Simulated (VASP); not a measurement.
```
Si
1.0
    0.00000     2.70147     2.70147
    2.70147     0.00000     2.70147
    2.70147     2.70147     0.00000
Si
2
Direct
  0.00000   0.00000   0.00000
  0.25000   0.25000   0.25000
```

Method: LDA (Ceperley-Alder, Perdew-Zunger), VASP's LDA PAW potentials (set 64) (plane waves; VASP 6.6.1). Settings: 500 eV cut-off, 8×8×8 Γ-centred mesh, Gaussian smearing of 0.050 eV, potentials Si.

Predict the energy per atom (σ→0).

```json
{
 "energy per atom (σ→0)": "-5.958 eV/atom"
}
```

Total energies compare only between runs with the same potentials, cut-off and functional.

The compound is Si in the diamond structure. It was relaxed first.
